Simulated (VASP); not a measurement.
Level of theory: PBE GGA, VASP's PBE PAW potentials (set 64) (plane waves; VASP 6.6.1).

A VASP calculation is set up with these files.

**INCAR**
```
ALGO  =  Normal
SYSTEM  =  GaP
LWAVE  =  F
PREC  =  Accurate
ISMEAR  =  0   ! Gaussian
LASPH  =  T   ! aspherical one-centre terms
LMAXMIX  =  4   ! l cut-off of mixed one-centre charges
LEPSILON  =  T
EDIFF  =  1E-8
NSW  =  1   ! most ionic steps
SIGMA  =  0.01   ! width (eV)
IBRION  =  8   ! DFPT with symmetry
ENCUT  =  300   ! plane-wave cut-off (eV)
ISIF  =  2
GGA  =  PE
LREAL  =  F   ! projection in real space or not
LCHARG  =  F
NELM  =  100   ! most electronic steps
```

**KPOINTS**
```
Automatic mesh
0
Gamma
6 6 6
0 0 0
```

File POSCAR:
```
GaP
1
    0.0000000000     2.7258100000     2.7258100000
    2.7258100000     0.0000000000     2.7258100000
    2.7258100000     2.7258100000     0.0000000000
Ga P
1 1
Direct
  0.0000000000   0.0000000000   0.0000000000
  0.2500000000   0.2500000000   0.2500000000
```

POTCAR, in this order: Ga_d P (PBE.64 set). Program: vasp_std.

Output

### OUTCAR
```


 HEAD OF MICROSCOPIC STATIC DIELECTRIC TENSOR (INDEPENDENT PARTICLE, excluding Hartree and local field effects)
 ------------------------------------------------------
          13.402571    -0.000000     0.000000
          -0.000000    13.402571     0.000000
           0.000000     0.000000    13.402571
 ------------------------------------------------------

 MACROSCOPIC STATIC DIELECTRIC TENSOR (including local field effects in DFT)
 ------------------------------------------------------
          12.892290    -0.000000    -0.000000
           0.000000    12.892290     0.000000
          -0.000000    -0.000000    12.892290
 ------------------------------------------------------

 PIEZOELECTRIC TENSOR (including local field effects)  for field in x, y, z        (e  Angst)
          XX          YY          ZZ          XY          YZ          ZX
  --------------------------------------------------------------------------------
  x    -0.00000     0.00000     0.00000     0.00000    -2.18455     0.00000
  y    -0.00000     0.00000     0.00000     0.00000     0.00000    -2.18455
  z     0.00000    -0.00000     0.00000    -2.18455     0.00000     0.00000

 PIEZOELECTRIC TENSOR (including local field effects)  for field in x, y, z        (C/m^2)
          XX          YY          ZZ          XY          YZ          ZX
  --------------------------------------------------------------------------------
  x    -0.00000     0.00000     0.00000     0.00000    -0.86409     0.00000
  y    -0.00000     0.00000     0.00000     0.00000     0.00000    -0.86409
  z     0.00000    -0.00000     0.00000    -0.86409     0.00000     0.00000

 BORN EFFECTIVE CHARGES (including local field effects) (in |e|, cummulative output)
 ---------------------------------------------------------------------------------
 ion    1
    1     2.36094    -0.00000     0.00000
    2    -0.00000     2.36094    -0.00000
    3    -0.00000    -0.00000     2.36094
 ion    2
    1    -2.36094     0.00000    -0.00000
    2     0.00000    -2.36094     0.00000
    3     0.00000     0.00000    -2.36094

   1 f  =   10.682170 THz    67.118055 2PiTHz  356.318847 cm-1    44.177887 meV

   2 f  =   10.682170 THz    67.118055 2PiTHz  356.318847 cm-1    44.177887 meV

   3 f  =   10.682170 THz    67.118055 2PiTHz  356.318847 cm-1    44.177887 meV

   4 f/i=    0.019488 THz     0.122449 2PiTHz    0.650061 cm-1     0.080597 meV

   5 f/i=    0.019488 THz     0.122449 2PiTHz    0.650061 cm-1     0.080597 meV

   6 f/i=    0.019488 THz     0.122449 2PiTHz    0.650061 cm-1     0.080597 meV

 MACROSCOPIC STATIC DIELECTRIC TENSOR IONIC CONTRIBUTION
 ------------------------------------------------------
           2.490598    -0.000000    -0.000000
          -0.000000     2.490598     0.000000
          -0.000000     0.000000     2.490598
 ------------------------------------------------------

 ELASTIC MODULI CONTR FROM IONIC RELAXATION (kBar)
 Direction    XX          YY          ZZ          XY          YZ          ZX
 --------------------------------------------------------------------------------
 XX          -0.0000      0.0000     -0.0000     -0.0000      0.0000      0.0000
 YY           0.0000     -0.0000     -0.0000      0.0000     -0.0000     -0.0000
 ZZ          -0.0000     -0.0000     -0.0000      0.0000      0.0000      0.0000
 XY          -0.0000      0.0000      0.0000   -213.0641      0.0000     -0.0000
 YZ           0.0000     -0.0000      0.0000      0.0000   -213.0641      0.0000
 ZX           0.0000     -0.0000      0.0000     -0.0000      0.0000   -213.0641
 --------------------------------------------------------------------------------

 PIEZOELECTRIC TENSOR IONIC CONTR  for field in x, y, z        (C/m^2)
          XX          YY          ZZ          XY          YZ          ZX
  --------------------------------------------------------------------------------
  x    -0.00000     0.00000    -0.00000    -0.00000     0.68546    -0.00000
  y    -0.00000     0.00000    -0.00000     0.00000    -0.00000     0.68546
  z     0.00000    -0.00000    -0.00000     0.68546    -0.00000     0.00000
```
(Selected blocks of OUTCAR.)

**OUTCAR**
```
 val. band max:        4.6525291022   @ k =   0.0000   0.0000   0.0000

 cond. band min:       6.3068877327   @ k =   0.5000   0.5000   0.0000


 Fermi energy:         4.7618353411

 k-point     1 :       0.0000    0.0000    0.0000
  band No.  band energies     occupation
      1      -9.8903      2.00000
      2      -9.8903      2.00000
      3      -9.8903      2.00000
      4      -9.7909      2.00000
      5      -9.7909      2.00000
      6      -7.8364      2.00000
      7       4.6525      2.00000
      8       4.6525      2.00000
      9       4.6525      2.00000
     10       6.4715      0.00000
     11       8.5389      0.00000
     12       8.5389      0.00000
     13       8.5389      0.00000

 k-point     2 :       0.1667    0.0000    0.0000
  band No.  band energies     occupation
      1      -9.9133      2.00000
      2      -9.8825      2.00000
      3      -9.8825      2.00000
      4      -9.7908      2.00000
      5      -9.7908      2.00000
      6      -7.4803      2.00000
      7       2.2652      2.00000
      8       4.2822      2.00000
      9       4.2822      2.00000
     10       7.0620      0.00000
     11       9.0900      0.00000
     12       9.0900      0.00000
     13       9.6824      0.00000

 k-point     3 :       0.3333    0.0000    0.0000
  band No.  band energies     occupation
      1      -9.9538      2.00000
      2      -9.8700      2.00000
      3      -9.8700      2.00000
      4      -9.7874      2.00000
      5      -9.7874      2.00000
      6      -6.5335      2.00000
      7      -0.5535      2.00000
      8       3.7467      2.00000
      9       3.7467      2.00000
     10       6.5475      0.00000
     11       9.4687      0.00000
     12       9.4687      0.00000
     13      12.2531      0.00000

 k-point     4 :       0.5000    0.0000    0.0000
  band No.  band energies     occupation
      1      -9.9721      2.00000
      2      -9.8657      2.00000
      3      -9.8657      2.00000
...
```

At this cut-off the stress carries a Pulay error, which pulls relaxed volumes low. The dielectric response may not be converged in the k-mesh; for small gaps it tends to come out too large.

The structure comes from a computed database's GaP entry; how it stands against other phases isn't given here. The cell was not relaxed at this level. The run is one of a series of settings (EDIFF = 1E-8, IBRION = 8, LEPSILON = .TRUE., NSW = 1, KPOINTS 6×6×6 Γ-centred mesh against the base run), some of them coarse on purpose.
